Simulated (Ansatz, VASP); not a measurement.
# SiO2 in two plane-wave programs, part 3 of 3

Wanted: the spread between two codes on one cell, functional and k mesh. The cell is taken from a series of runs on this material, whose earlier steps may have relaxed, scaled, displaced or heated it; both programs get it as it stands.

VASP 6.6.1 and Ansatz 0.2.0.

So far: The structure; Ansatz: zone-centre phonons, PBE; VASP: zone-centre phonons, PBE.

### 3. VASP: zone-centre phonons, PBE (continued)

Level of this step: PBE; plane waves and PAW (O, Si) (VASP).

Numbers of over 12 decimals in the logs are rounded to 6 here.

Parts of OUTCAR (step 3):

```text
ion  position               nearest neighbor table
   1  0.695  0.695  0.000-   5 1.75   5 1.75   6 1.78
   2  0.195  0.805  0.500-   6 1.75   6 1.75   5 1.78
   3  0.305  0.305  0.000-   5 1.75   5 1.75   6 1.78
   4  0.805  0.195  0.500-   6 1.75   6 1.75   5 1.78
   5  0.500  0.500  0.500-   1 1.75   3 1.75   1 1.75   3 1.75   2 1.78   4 1.78
   6  0.000  0.000  0.000-   2 1.75   4 1.75   2 1.75   4 1.75   3 1.78   1 1.78

  LATTYP: Found a simple tetragonal cell.
 ALAT       =     4.1317819718
 C/A-ratio  =     0.6431753837

 Subroutine GETGRP returns: Found 16 space group operations
 (whereof  8 operations were pure point group operations)

The static configuration has the point symmetry D_2h.
 The point group associated with its full space group is D_4h.

 Found     75 irreducible k-points:

   k-points           NKPTS =     75   k-points in BZ     NKDIM =     75   number of bands    NBANDS=     22

   dimension x,y,z NGX =    36 NGY =   36 NGZ =   24
   dimension x,y,z NGXF=    72 NGYF=   72 NGZF=   48

   ENCUT  =  600.0 eV  44.10 Ry    6.64 a.u.   8.25  8.25  5.31*2*pi/ulx,y,z

   NELECT =      32.0000    total number of electrons

 k-points in reciprocal lattice and weights: Automatic mesh
   0.00000000  0.00000000  0.00000000       0.002
   0.12500000  0.00000000  0.00000000       0.008
   0.25000000  0.00000000  0.00000000       0.008
   0.37500000  0.00000000  0.00000000       0.008
   0.50000000  0.00000000  0.00000000       0.004
   0.12500000  0.12500000  0.00000000       0.008
   0.25000000  0.12500000  0.00000000       0.016
   0.37500000  0.12500000  0.00000000       0.016
   0.50000000  0.12500000  0.00000000       0.008
[...]
0.50000000  0.37500000  0.50000000       0.008
   0.50000000  0.50000000  0.50000000       0.002

[...]
2     0.34878     3.78775     0.00000
    3     0.00000     0.00000     4.02878

 Eigenvectors and eigenvalues of the dynamical matrix
 ----------------------------------------------------

   1 f  =   29.500090 THz   185.354535 2PiTHz  984.017096 cm-1   122.002516 meV
             X         Y         Z           dx          dy          dz
      2.873577  2.873577  0.000000     0.353553    0.353553    0.000000
      0.807686  3.324096  1.328730    -0.353553    0.353553   -0.000000
      1.258205  1.258205  0.000000    -0.353553   -0.353553   -0.000000
      3.324096  0.807686  1.328730     0.353553   -0.353553    0.000000
      2.065891  2.065891  1.328730    -0.000000   -0.000000   -0.000000
      0.000000  0.000000  0.000000     0.000000    0.000000   -0.000000

   2 f  =   25.327110 THz   159.134928 2PiTHz  844.821465 cm-1   104.744465 meV
             X         Y         Z           dx          dy          dz
      2.873577  2.873577  0.000000    -0.345462   -0.374713    0.000000
      0.807686  3.324096  1.328730     0.091197    0.171414    0.000000
      1.258205  1.258205  0.000000    -0.345462   -0.374713   -0.000000
      3.324096  0.807686  1.328730     0.091197    0.171414   -0.000000
      2.065891  2.065891  1.328730     0.427383    0.447941    0.000000
      0.000000  0.000000  0.000000    -0.043534   -0.141032   -0.000000

   3 f  =   25.327110 THz   159.134928 2PiTHz  844.821465 cm-1   104.744465 meV
             X         Y         Z           dx          dy          dz
      2.873577  2.873577  0.000000     0.171414   -0.091197    0.000000
      0.807686  3.324096  1.328730    -0.374713    0.345462   -0.000000
      1.258205  1.258205  0.000000     0.171414   -0.091197    0.000000
      3.324096  0.807686  1.328730    -0.374713    0.345462   -0.000000
      2.065891  2.065891  1.328730    -0.141032    0.043534   -0.000000
      0.000000  0.000000  0.000000     0.447941   -0.427383    0.000000

   4 f  =   23.571007 THz   148.101006 2PiTHz  786.244167 cm-1    97.481809 meV
             X         Y         Z           dx          dy          dz
      2.873577  2.873577  0.000000    -0.000000   -0.000000   -0.448075
      0.807686  3.324096  1.328730    -0.000000    0.000000    0.448075
      1.258205  1.258205  0.000000     0.000000    0.000000   -0.448075
      3.324096  0.807686  1.328730    -0.000000   -0.000000    0.448075
      2.065891  2.065891  1.328730    -0.000000   -0.000000    0.313780
      0.000000  0.000000  0.000000     0.000000   -0.000000   -0.313780

   5 f  =   23.401855 THz   147.038194 2PiTHz  780.601875 cm-1    96.782254 meV
             X         Y         Z           dx          dy          dz
      2.873577  2.873577  0.000000     0.353553    0.353553   -0.000000
      0.807686  3.324096  1.328730     0.353553   -0.353553    0.000000
      1.258205  1.258205  0.000000    -0.353553   -0.353553   -0.000000
      3.324096  0.807686  1.328730    -0.353553    0.353553    0.000000
      2.065891  2.065891  1.328730    -0.000000    0.000000    0.000000
      0.000000  0.000000  0.000000     0.000000   -0.000000   -0.000000

   6 f  =   20.291616 THz   127.495984 2PiTHz  676.855456 cm-1    83.919343 meV
             X         Y         Z           dx          dy          dz
      2.873577  2.873577  0.000000     0.000000    0.000000   -0.341863
      0.807686  3.324096  1.328730    -0.000000    0.000000   -0.341863
      1.258205  1.258205  0.000000     0.000000    0.000000   -0.341863
      3.324096  0.807686  1.328730    -0.000000    0.000000   -0.341863
      2.065891  2.065891  1.328730     0.000000   -0.000000    0.516004
      0.000000  0.000000  0.000000    -0.000000   -0.000000    0.516004

   7 f  =   18.861008 THz   118.507210 2PiTHz  629.135513 cm-1    78.002827 meV
             X         Y         Z           dx          dy          dz
      2.873577  2.873577  0.000000     0.255108    0.135424    0.000000
      0.807686  3.324096  1.328730    -0.216828    0.016559    0.000000
      1.258205  1.258205  0.000000     0.255108    0.135424    0.000000
      3.324096  0.807686  1.328730    -0.216828    0.016559   -0.000000
      2.065891  2.065891  1.328730     0.549104    0.030823   -0.000000
      0.000000  0.000000  0.000000    -0.606911   -0.260340   -0.000000

   8 f  =   18.861008 THz   118.507210 2PiTHz  629.135513 cm-1    78.002827 meV
             X         Y         Z           dx          dy          dz
      2.873577  2.873577  0.000000    -0.016559   -0.216828   -0.000000
      0.807686  3.324096  1.328730    -0.135424    0.255108   -0.000000
      1.258205  1.258205  0.000000    -0.016559   -0.216828    0.000000
      3.324096  0.807686  1.328730    -0.135424    0.255108    0.000000
      2.065891  2.065891  1.328730     0.260340   -0.606911   -0.000000
      0.000000  0.000000  0.000000    -0.030823    0.549104    0.000000

   9 f  =   18.291004 THz   114.925770 2PiTHz  610.122234 cm-1    75.645482 meV
             X         Y         Z           dx          dy          dz
      2.873577  2.873577  0.000000    -0.353553    0.353553    0.000000
      0.807686  3.324096  1.328730     0.353553    0.353553   -0.000000
      1.258205  1.258205  0.000000     0.353553   -0.353553   -0.000000
      3.324096  0.807686  1.328730    -0.353553   -0.353553    0.000000
      2.065891  2.065891  1.328730     0.000000   -0.000000   -0.000000
      0.000000  0.000000  0.000000    -0.000000   -0.000000   -0.000000

  10 f  =   18.070520 THz   113.540427 2PiTHz  602.767672 cm-1    74.733633 meV
             X         Y         Z           dx          dy          dz
      2.873577  2.873577  0.000000    -0.000000   -0.000000    0.579505
      0.807686  3.324096  1.328730    -0.000000    0.000000    0.405184
      1.258205  1.258205  0.000000     0.000000   -0.000000   -0.579505
      3.324096  0.807686  1.328730    -0.000000    0.000000   -0.405184
      2.065891  2.065891  1.328730     0.000000   -0.000000    0.000000
      0.000000  0.000000  0.000000     0.000000    0.000000    0.000000

  11 f  =   18.070520 THz   113.540427 2PiTHz  602.767672 cm-1    74.733633 meV
             X         Y         Z           dx          dy          dz
      2.873577  2.873577  0.000000     0.000000   -0.000000    0.405184
      0.807686  3.324096  1.328730    -0.000000    0.000000   -0.579505
      1.258205  1.258205  0.000000    -0.000000   -0.000000   -0.405184
      3.324096  0.807686  1.328730    -0.000000    0.000000    0.579505
      2.065891  2.065891  1.328730     0.000000   -0.000000   -0.000000
      0.000000  0.000000  0.000000    -0.000000    0.000000   -0.000000

  12 f  =   14.202962 THz    89.239839 2PiTHz  473.759801 cm-1    58.738703 meV
             X         Y         Z           dx          dy          dz
      2.873577  2.873577  0.000000    -0.321447    0.342549    0.000000
      0.807686  3.324096  1.328730     0.188236    0.222361   -0.000000
      1.258205  1.258205  0.000000    -0.321447    0.342549   -0.000000
      3.324096  0.807686  1.328730     0.188236    0.222361    0.000000
      2.065891  2.065891  1.328730     0.149696   -0.437966    0.000000
      0.000000  0.000000  0.000000     0.051391   -0.414785   -0.000000

  13 f  =   14.202962 THz    89.239839 2PiTHz  473.759801 cm-1    58.738703 meV
             X         Y         Z           dx          dy          dz
      2.873577  2.873577  0.000000     0.222361   -0.188236    0.000000
      0.807686  3.324096  1.328730     0.342549    0.321447    0.000000
      1.258205  1.258205  0.000000     0.222361   -0.188236    0.000000
      3.324096  0.807686  1.328730     0.342549    0.321447   -0.000000
      2.065891  2.065891  1.328730    -0.414785   -0.051391    0.000000
      0.000000  0.000000  0.000000    -0.437966   -0.149696   -0.000000
    [... 43 further lines ...]
      2.065891  2.065891  1.328730    -0.000000    0.000000   -0.483467
      0.000000  0.000000  0.000000    -0.000000    0.000000   -0.483467

 MACROSCOPIC STATIC DIELECTRIC TENSOR IONIC CONTRIBUTION
 ------------------------------------------------------
           6.953625    -0.000000    -0.000000
          -0.000000     6.953625    -0.000000
          -0.000000    -0.000000     5.138363
 ------------------------------------------------------

 ELASTIC MODULI CONTR FROM IONIC RELAXATION (kBar)
 Direction    XX          YY          ZZ          XY          YZ          ZX
 --------------------------------------------------------------------------------
 XX       -1036.8243    525.3919    -68.2793     -0.0000     -0.0000      0.0000
 YY         525.3919  -1036.8243    -68.2793      0.0000      0.0000     -0.0000
 ZZ         -68.2793    -68.2793    -18.2314      0.0000      0.0000      0.0000
 XY          -0.0000      0.0000      0.0000     -2.8741      0.0000      0.0000
 YZ          -0.0000      0.0000      0.0000      0.0000    -84.6571      0.0000
 ZX           0.0000     -0.0000      0.0000      0.0000      0.0000   -106.4775
 --------------------------------------------------------------------------------

 PIEZOELECTRIC TENSOR IONIC CONTR  for field in x, y, z        (C/m^2)
          XX          YY          ZZ          XY          YZ          ZX
  --------------------------------------------------------------------------------
  x    -0.00000     0.00000    -0.00000     0.00000     0.00000     0.00000
  y    -0.00000     0.00000    -0.00000     0.00000    -0.00000    -0.00000
  z    -0.00000     0.00000    -0.00000     0.00000    -0.00000     0.00000
```

### 4. Side by side

Known differences besides the potentials themselves: fixed occupations in Ansatz, narrow Gaussian smearing in VASP; VASP's response is taken on the typed mesh, Ansatz refines its own for the field response alone; the cutoff is 420 eV in Ansatz and 600 eV in VASP; VASP's log repeats an internal error in its field response. Total energies have different zeros and are not compared.

The two programs side by side:

| quantity | Ansatz | VASP | difference |
| --- | --- | --- | --- |
| ε∞ xx | 3.34 | 3.32 | +0.57 % |
| ε∞ yy | 3.34 | 3.32 | +0.57 % |
| ε∞ zz | 3.53 | 3.51 | +0.63 % |
| Born charge of O1 (mean of the diagonal) (e) | -1.95 | -1.93 | -0.02 |
| Born charge of Si5 (mean of the diagonal) (e) | 3.90 | 3.87 | +0.03 |
| optical mode 1 (cm⁻¹) | 200.1 | 202.1 | -0.99 % |
| optical mode 2 (cm⁻¹) | 387.0 | 389.5 | -0.65 % |
| optical mode 3 to 4 (cm⁻¹) | 470.8 | 473.8 | -0.64 % |
| optical mode 5 to 6 (cm⁻¹) | 599.1 | 602.8 | -0.61 % |
| optical mode 7 (cm⁻¹) | 607.0 | 610.1 | -0.51 % |
| optical mode 8 to 9 (cm⁻¹) | 627.0 | 629.1 | -0.34 % |
| optical mode 10 (cm⁻¹) | 672.0 | 676.9 | -0.71 % |
| optical mode 11 (cm⁻¹) | 778.5 | 780.6 | -0.27 % |
| optical mode 12 (cm⁻¹) | 781.3 | 786.2 | -0.63 % |
| optical mode 13 to 14 (cm⁻¹) | 842.5 | 844.8 | -0.28 % |
| optical mode 15 (cm⁻¹) | 982.5 | 984.0 | -0.16 % |

Modes are paired by rising frequency, not by their patterns, so a pair may set unlike modes beside each other; they are those without the splitting of longitudinal modes.

### 5. Summary of results

* r.m.s. difference of the optical zone-centre modes, each program's sorted by frequency (zone-centre phonons, PBE): 3.1 cm⁻¹
* difference in optical mode 1 (zone-centre phonons, PBE): -1.0 %

The r.m.s. difference of the optical zone-centre modes, each program's sorted by frequency is 3.1 cm⁻¹ (zone-centre phonons, PBE). Among the rows given in per cent, the largest difference of the zone-centre phonons, PBE pair is in optical mode 1, -1.0 %. How closely two codes agree says nothing of how well the functional describes the real material.

[Lines on the potential files, build, host, timing and source positions are cut from VASP's logs without a mark.]

[Logs are printed without paths, hosts, clocks, repeated set-up lines and the standing remarks that a program may print on its own settings, such as how far it seeks lower states.]

[Hosts, paths, dates, database ids (printed as entryN), source tags and the programs' standing remarks are cut or masked in the printed files.]
